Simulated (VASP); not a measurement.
```
CELL_PARAMETERS angstrom
      3.66050     0.00000     0.00000
      0.00000     3.66050     0.00000
      0.00000     0.00000     3.66050
ATOMIC_POSITIONS crystal
  Fe 0.00000 0.50000 0.50000
  Fe 0.50000 0.00000 0.50000
  Fe 0.50000 0.50000 0.00000
  Ge 0.00000 0.00000 0.00000
```

The numbers are results of LDA (Ceperley-Alder, Perdew-Zunger), VASP's LDA PAW potentials (set 64) (plane waves; VASP 6.6.1), not measurements. Numerical set-up: 300 eV cut-off, 7×7×7 Γ-centred mesh, Gaussian smearing of 0.10 eV, potentials Fe Ge_d.

At this cut-off the stress carries a Pulay error, which pulls relaxed volumes low. The run has a spin-polarised start.

Question: Give the stress tensor in GPa (positive for a compressed cell).

Answer: 
```
-19.36    0.00    0.00
  0.00  -19.36    0.00
  0.00    0.00  -19.36
```
The pressure is its mean diagonal, -19.36 GPa.

The structure comes from a computed database's Fe3Ge entry (Pm-3m); how it stands against other phases isn't given here. The cell was not relaxed at this level.
